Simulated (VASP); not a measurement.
```xyz
2
Lattice="1.4818 -2.5665 0.0000 1.4818 2.5665 0.0000 0.0000 0.0000 4.6925" Properties=species:S:1:pos:R:3 pbc="T T T"
Ti     1.4818     0.8555     1.1731
Ti     1.4818    -0.8555     3.5194
```

Computed with RPBE GGA, VASP's PBE PAW potentials (set 64) (plane waves; VASP). Settings: 520 eV cut-off, Gaussian smearing of 0.050 eV, potentials Ti_sv.

Give the energies of bands 9 to 15 at the high-symmetry points, in eV from the Fermi level.

```json
[
 {"band": "9", "Γ": "-6.19", "M": "-2.34", "K": "-1.63", "A": "-4.36", "L": "-2.49", "H": "-1.23"},
 {"band": "10", "Γ": "-2.65", "M": "-2.10", "K": "-1.40", "A": "-4.36", "L": "-2.49", "H": "-1.23"},
 {"band": "11", "Γ": "0.65", "M": "-1.80", "K": "-1.40", "A": "0.06", "L": "-0.81", "H": "-1.06"},
 {"band": "12", "Γ": "0.75", "M": "-0.70", "K": "-1.30", "A": "0.06", "L": "-0.81", "H": "-1.06"},
 {"band": "13", "Γ": "0.75", "M": "0.47", "K": "0.21", "A": "0.66", "L": "1.21", "H": "-0.27"},
 {"band": "14", "Γ": "0.85", "M": "0.59", "K": "0.21", "A": "0.66", "L": "1.21", "H": "-0.27"},
 {"band": "15", "Γ": "1.23", "M": "1.12", "K": "1.44", "A": "0.66", "L": "1.66", "H": "1.62"}
]
```

It has no gap at this level: it comes out as a metal or semimetal.

The compound is Ti in the hcp structure. It was relaxed first.
